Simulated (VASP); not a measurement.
## CdSb2O4: relaxation of cell and atoms with PBE

The system is CdSb2O4.

```
Cd Sb O
1.0
     6.91421    0.00000    0.00000
     0.00000   10.05711    0.00000
     0.00000    0.00000    3.42023
Cd Sb O
2 4 8
Direct
  0.50000 0.00000 0.00000
  0.00000 0.50000 0.00000
  0.09216 0.20243 0.50000
  0.90784 0.79757 0.50000
  0.59216 0.29757 0.50000
  0.40784 0.70243 0.50000
  0.68501 0.19742 0.00000
  0.31499 0.80258 0.00000
  0.61374 0.86513 0.50000
  0.38626 0.13487 0.50000
  0.18501 0.30258 0.00000
  0.81499 0.69742 0.00000
  0.88626 0.36513 0.50000
  0.11374 0.63487 0.50000
```

The cell was built by a generator and needn't be a form met in nature.

- Program: VASP 6.6.1
- Task: relaxation of cell and atoms
- Functional: PBE
- Potentials or basis: VASP PAW PBE potentials, release 64 (Cd, Sb, O)
- Cutoff: 520 eV
- k mesh: 6 × 4 × 8
- Occupations: gaussian, width 0.1 eV
- Spin: no spin polarisation
- Further INCAR settings: ALGO = Normal; EDIFF = 1e-07; IBRION = 2; POTIM = 0.3; EDIFFG = -0.005; NSW = 60; ISIF = 3

```
Relaxed volume                         : 17.36 Å³/atom
Relaxed cell                           : a = 7.103 Å, b = 10.064 Å, c = 3.399 Å, α = 90.00°, β = 90.00°, γ = 90.00°
Space group after relaxing (to 0.05 Å) : Pbam (No. 55)
Energy gained by relaxing              : 2.0 meV/atom
Ionic steps                            : 51
Pressure after relaxing                : 0.0 GPa
Largest force after relaxing           : 0.005 eV/Å
Band gap on the k mesh                 : 2.25 eV, indirect (least direct gap 2.44 eV)
```

Forces in eV/Å, atoms in the order of the input:
```
Cd   0.000  0.000  0.000
Cd   0.000  0.000  0.000
Sb   0.004  0.002  0.000
Sb  -0.004 -0.002  0.000
Sb   0.004 -0.002  0.000
Sb  -0.004  0.002  0.000
O    0.000 -0.002  0.000
O    0.000  0.002  0.000
O   -0.004  0.002  0.000
O    0.004 -0.002  0.000
O    0.000  0.002  0.000
O    0.000 -0.002  0.000
O    0.004  0.002  0.000
O   -0.004 -0.002  0.000
```

Step by step:
```tsv
step	energy change (eV)	largest force (eV/Å)	pressure (GPa)	volume (Å³)
1	0.0000	0.0034	0.60	237.83
3	-0.0056	0.1263	-0.20	239.75
5	-0.0091	0.0678	0.02	240.11
7	-0.0129	0.0541	0.04	240.53
9	-0.0142	0.0656	0.07	240.96
11	-0.0155	0.0671	-0.22	241.57
13	-0.0164	0.0538	-0.02	241.33
15	-0.0174	0.0470	0.14	241.18
17	-0.0184	0.0499	-0.12	241.71
19	-0.0188	0.0522	-0.17	241.81
21	-0.0209	0.0473	-0.12	241.72
23	-0.0226	0.0393	0.08	241.41
25	-0.0236	0.0483	0.02	241.66
27	-0.0245	0.0540	-0.08	242.09
29	-0.0250	0.0642	0.11	242.85
31	-0.0261	0.0235	-0.01	242.67
33	-0.0268	0.0262	-0.11	243.16
35	-0.0272	0.0320	0.12	242.70
37	-0.0275	0.0193	0.04	242.73
39	-0.0278	0.0171	-0.07	243.09
41	-0.0279	0.0177	0.01	243.02
43	-0.0279	0.0181	0.03	243.00
45	-0.0281	0.0178	0.01	243.05
47	-0.0281	0.0181	0.01	243.07
49	-0.0282	0.0140	-0.06	243.14
51	-0.0283	0.0048	0.00	242.98
```

Final structure:
```
Cd Sb O
1.0
     7.10347    0.00000    0.00000
     0.00000   10.06436    0.00000
     0.00000    0.00000    3.39866
Cd Sb O
2 4 8
Direct
  0.50000 0.00000 0.00000
  0.00000 0.50000 0.00000
  0.10708 0.20474 0.50000
  0.89292 0.79526 0.50000
  0.60708 0.29526 0.50000
  0.39292 0.70474 0.50000
  0.69294 0.19231 0.00000
  0.30706 0.80769 0.00000
  0.60467 0.86110 0.50000
  0.39533 0.13890 0.50000
  0.19294 0.30769 0.00000
  0.80706 0.69231 0.00000
  0.89533 0.36110 0.50000
  0.10467 0.63890 0.50000
```

Levels at points of the mesh, in eV from the valence-band top:
```
           k point  band 42  band 43  band 44  band 45  band 46  band 47  band 48  band 49  band 50  band 51
(0.00, 0.00, 0.00)    -0.68    -0.60    -0.58    -0.52    -0.01     2.48     2.59     3.40     3.58     4.00
(0.50, 0.00, 0.00)    -0.80    -0.60    -0.60    -0.34    -0.34     2.25     2.25     3.02     3.02     4.39
(0.00, 0.50, 0.00)    -0.76    -0.58    -0.58    -0.29    -0.29     2.81     2.81     3.16     3.16     4.23
(0.50, 0.50, 0.00)    -0.77    -0.59    -0.59    -0.42    -0.42     2.66     2.66     2.71     2.71     4.59
(0.00, 0.00, 0.50)    -1.02    -0.45    -0.30    -0.27    -0.12     2.50     3.29     3.32     3.38     4.44
(0.50, 0.00, 0.50)    -0.94    -0.76    -0.76    -0.23    -0.23     2.67     2.67     3.43     3.43     5.20
(0.00, 0.50, 0.50)    -0.80    -0.56    -0.56    -0.23    -0.23     2.69     2.69     3.58     3.58     4.67
(0.50, 0.50, 0.50)    -0.87    -0.60    -0.60    -0.47    -0.47     2.61     2.61     3.49     3.49     5.21
```

Wall time 56 min on 8 MPI ranks on Intel(R) Xeon(R) 6975P-C (Granite Rapids), with other jobs on the host, peak memory 0.87 GiB a rank.

Caveat: spin-orbit coupling is left out, which moves the levels of the heavy elements. A hybrid or GW would open this gap; PBE tends to underestimate it.
